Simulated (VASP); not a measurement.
Given:

```xyz
6
Lattice="4.2332 0.0000 0.0000 0.0000 4.2332 0.0000 0.0000 0.0000 2.6935" Properties=species:S:1:pos:R:3 pbc="T T T"
Si     2.1166     2.1166     1.3467
Si     0.0000     0.0000     0.0000
O      2.9343     2.9343     0.0000
O      1.2989     1.2989     0.0000
O      3.4155     0.8177     1.3467
O      0.8177     3.4155     1.3467
```

Level of theory: HSE06 screened hybrid, VASP's PBE PAW potentials (set 64) (plane waves; VASP). Settings: 500 eV cut-off, 4×4×6 Γ-centred mesh, Gaussian smearing of 0.050 eV, potentials Si O.

**Question.** Give the force on each atom (eV/Å).

**Answer.** 
```json
[
 {"atom": "Si1", "Fx": "0.000", "Fy": "0.000", "Fz": "0.000"},
 {"atom": "Si2", "Fx": "0.000", "Fy": "0.000", "Fz": "0.000"},
 {"atom": "O3", "Fx": "-0.105", "Fy": "-0.105", "Fz": "0.000"},
 {"atom": "O4", "Fx": "0.105", "Fy": "0.105", "Fz": "0.000"},
 {"atom": "O5", "Fx": "0.105", "Fy": "-0.105", "Fz": "0.000"},
 {"atom": "O6", "Fx": "-0.105", "Fy": "0.105", "Fz": "0.000"}
]
```

**Question.** Give the stress tensor in GPa (positive for a compressed cell).

**Answer.** 
```
-10.78    0.00    0.00
  0.00  -10.78    0.00
  0.00    0.00  -13.12
```
The pressure is its mean diagonal, -11.56 GPa.

The structure comes from a computed database's SiO2 entry (P4_2/mnm); how it stands against other phases isn't given here. The cell was not relaxed at this level. The cell's shape comes from a PBE relaxation.
